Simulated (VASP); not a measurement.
Calculation: optB88-vdW, VASP's PBE PAW potentials (set 64) (plane waves; VASP 6.6.1).

VASP input:

### KPOINTS
```
Automatic
0
G
11 11 11
0 0 0
```

INCAR:
```
AGGAC=0.0
ALGO=Normal
EDIFF=1E-7
ENCUT=520
GGA=BO
ISIF=2
ISMEAR=-5
LASPH=.True.
LCHARG=.True.
LORBIT=11
LREAL=.False.
LUSE_VDW=.True.
LWAVE=.False.
NEDOS=601
NELM=100
PARAM1=0.1833333333
PARAM2=0.22
PREC=Accurate
SYSTEM=K
```

POSCAR:
```
K
1
   -2.5792471313     2.5792471313     2.5792471313
    2.5792471313    -2.5792471313     2.5792471313
    2.5792471313     2.5792471313    -2.5792471313
K
1
Direct
  0.0000000000   0.0000000000   0.0000000000
```

POTCAR, in this order: K_sv (PBE.64 set). Program: vasp_std.

Output

**OSZICAR**
```
       N       E                     dE             d eps       ncg     rms          rms(c)
DAV:   1     0.489284279820E+02    0.48928E+02   -0.36254E+03   896   0.856E+02
DAV:   2     0.264597493600E+01   -0.46282E+02   -0.46087E+02   912   0.214E+02
DAV:   3     0.123697924526E+01   -0.14090E+01   -0.14078E+01  1464   0.346E+01
DAV:   4     0.121472790633E+01   -0.22251E-01   -0.22247E-01  1376   0.370E+00
DAV:   5     0.121447148512E+01   -0.25642E-03   -0.25620E-03  1584   0.261E-01    0.304E+00
DAV:   6     0.121451425721E+01    0.42772E-04   -0.10024E-03  1440   0.212E-01    0.182E+00
DAV:   7     0.121383517856E+01   -0.67908E-03   -0.30539E-03  1216   0.372E-01    0.409E-02
DAV:   8     0.121355500217E+01   -0.28018E-03   -0.43653E-04  1272   0.130E-01    0.120E-02
DAV:   9     0.121349390029E+01   -0.61102E-04   -0.13371E-04  1160   0.581E-02    0.432E-03
DAV:  10     0.121348947012E+01   -0.44302E-05   -0.84015E-06  1544   0.158E-02    0.142E-03
DAV:  11     0.121348831856E+01   -0.11516E-05   -0.18856E-06  1104   0.570E-03    0.100E-03
DAV:  12     0.121348801646E+01   -0.30210E-06   -0.13571E-06  1144   0.477E-03    0.163E-04
DAV:  13     0.121348799727E+01   -0.19189E-07   -0.32691E-08  1392   0.941E-04
   1 F= 0.12134880E+01 E0= 0.12134880E+01  d E =0.000000E+00
```

### OUTCAR
```
------------------------ aborting loop because EDIFF is reached ----------------------------------------
  FORCE on cell =-STRESS in cart. coord.  units (eV):
  Direction    XX          YY          ZZ          XY          YZ          ZX
  --------------------------------------------------------------------------------------
  Total        0.0014827      0.0014827      0.0014827     -0.0000000      0.0000000     -0.0000000
  in kB        0.0346122      0.0346122      0.0346122     -0.0000000      0.0000000     -0.0000000
  external PRESSURE =       0.0346122 kB  Pullay stress =       0.0000000 kB
  volume of cell :       68.63
      direct lattice vectors                 reciprocal lattice vectors
    -2.579247131  2.579247131  2.579247131     0.000000000  0.193855018  0.193855018
     2.579247131 -2.579247131  2.579247131     0.193855018  0.000000000  0.193855018
     2.579247131  2.579247131 -2.579247131     0.193855018  0.193855018  0.000000000
 POSITION                                       TOTAL-FORCE (eV/Angst)
 -----------------------------------------------------------------------------------
      0.00000      0.00000      0.00000        -0.000000     -0.000000      0.000000
 -----------------------------------------------------------------------------------
    total drift:                               -0.000000     -0.000000      0.000000
  FREE ENERGIE OF THE ION-ELECTRON SYSTEM (eV)
  ---------------------------------------------------
  free  energy   TOTEN  =         1.2134879973 eV

  energy  without entropy=        1.2134879973  energy(sigma->0) =        1.21348800

 total charge

# of ion       s       p       d       tot
------------------------------------------
    1        1.982   5.512   0.006   7.499
```
(Selected blocks of OUTCAR.)

File OUTCAR:
```
 val. band max:       -0.0589315010   @ k =  -0.3636   0.4545   0.0909

 cond. band min:       0.0435507595   @ k =   0.1818   0.1818   0.1818


 Fermi energy:        -0.0099796758

 k-point     1 :       0.0000    0.0000    0.0000
  band No.  band energies     occupation
      1     -32.1794      2.00000
      2     -15.6744      2.00000
      3     -15.6744      2.00000
      4     -15.6744      2.00000
      5      -2.3081      2.00000
      6       4.2103      0.00000
      7       4.2103      0.00000
      8       4.2103      0.00000

 k-point     2 :       0.0909    0.0000    0.0000
  band No.  band energies     occupation
      1     -32.1790      2.00000
      2     -15.6814      2.00000
      3     -15.6767      2.00000
      4     -15.6744      2.00000
      5      -2.1989      2.00000
      6       4.0634      0.00000
      7       4.0798      0.00000
      8       4.2997      0.00000

 k-point     3 :       0.1818    0.0000    0.0000
  band No.  band energies     occupation
      1     -32.1777      2.00000
      2     -15.7000      2.00000
      3     -15.6829      2.00000
      4     -15.6744      2.00000
      5      -1.8779      2.00000
      6       3.4949      0.00000
      7       3.7825      0.00000
      8       4.5647      0.00000

 k-point     4 :       0.2727    0.0000    0.0000
  band No.  band energies     occupation
      1     -32.1761      2.00000
      2     -15.7241      2.00000
      3     -15.6909      2.00000
      4     -15.6744      2.00000
      5      -1.3645      2.00000
      6       2.6996      0.00000
      7       3.4675      0.00000
      8       4.9945      0.00000

 k-point     5 :       0.3636    0.0000    0.0000
  band No.  band energies     occupation
      1     -32.1746      2.00000
      2     -15.7460      2.00000
      3     -15.6983      2.00000
      4     -15.6744      2.00000
      5      -0.6916      2.09148
      6       1.8550      0.00000
      7       3.2246      0.00000
...
```

For a metal the tetrahedron method with Blöchl corrections gives inexact stress and forces.

The compound is K in the bcc structure. It was relaxed first, which changed the volume by -7 %.
